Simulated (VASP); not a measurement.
Wanted: the native input for a VASP 6.6.1 run.

```yaml
Task: electron localisation function
Functional: PBE
Potentials_or_basis: VASP PAW PBE potentials, release 64 (F, C, I, H)
Cutoff: 520 eV
k_mesh: 1 × 1 × 1
Occupations: gaussian, width 0.01 eV
Spin: no spin polarisation
Further_INCAR_settings: ALGO = Normal; EDIFF = 1e-06
```

The structure of FC2I2H3 lies in POSCAR:

```
H3C2I2F
1.0
   13.0000000000      0.0000000000      0.0000000000
    0.0000000000     13.0000000000      0.0000000000
    0.0000000000      0.0000000000     13.0000000000
F C I H
1 2 2 3
Direct
    0.4449692300      0.4808846200      0.6203576900
    0.5183461500      0.4952769200      0.5480576900
    0.4732769200      0.5031384600      0.4426884600
    0.6221076900      0.3643461500      0.5506192300
    0.3798923100      0.6388846200      0.4293807700
    0.5659692300      0.5607615400      0.5695192300
    0.5331461500      0.5103846200      0.3848730800
    0.4236384600      0.4380538500      0.4255730800
```

These files were run (other wordings do the same):

INCAR

```
  PREC = Accurate
  ENCUT = 520
  EDIFF = 1E-6
  ISMEAR = 0
  SIGMA = 0.01
  LREAL = False
  LASPH = True
  NELM = 80
  ALGO = Normal
  ISIF = 2
  LWAVE = False
  LCHARG = True
  GGA = PE
  LELF = True
```

KPOINTS

```
Automatic mesh
0
Gamma
  1 1 1
```

Potentials or basis: VASP PAW PBE potentials, release 64 (F, C, I, H).

Command:

```sh
$ cat potpaw_PBE.64/F/POTCAR potpaw_PBE.64/C/POTCAR potpaw_PBE.64/I/POTCAR potpaw_PBE.64/H/POTCAR > POTCAR
$ mpirun -np 1 vasp_gam > vasp.out
```

Results of the run:

```json
{
  "Largest force": "1.142 eV/Å",
  "Gap between the frontier levels": "3.83 eV"
}
```

Caveat: spin-orbit coupling is left out, which moves the levels of the heavy elements.

Wall time 2.3 min on 1 thread of Intel(R) Xeon(R) Platinum 8559C (Emerald Rapids), with other jobs on the host, peak memory 1.6 GiB.
